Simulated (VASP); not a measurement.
```
AsB
1.0
    0.00000     2.41132     2.41132
    2.41132     0.00000     2.41132
    2.41132     2.41132     0.00000
B As
1 1
Direct
  0.00000   0.00000   0.00000
  0.25000   0.25000   0.25000
```

Computed with AM05 GGA, VASP's PBE PAW potentials (set 64) (plane waves; VASP). Numerical set-up: 520 eV cut-off, 10×10×10 Γ-centred mesh, Gaussian smearing of 0.050 eV, potentials B As.

Task: Estimate the energy per atom (σ→0), pressure.

Result: 
```yaml
energy per atom (σ→0): -5.939 eV/atom
pressure: -3.89 GPa
```

Only differences to runs with the same potentials and settings are physical.

The compound is BAs in the zinc blende structure. This cell is one point of a volume scan, at 1.03 of the reference volume.
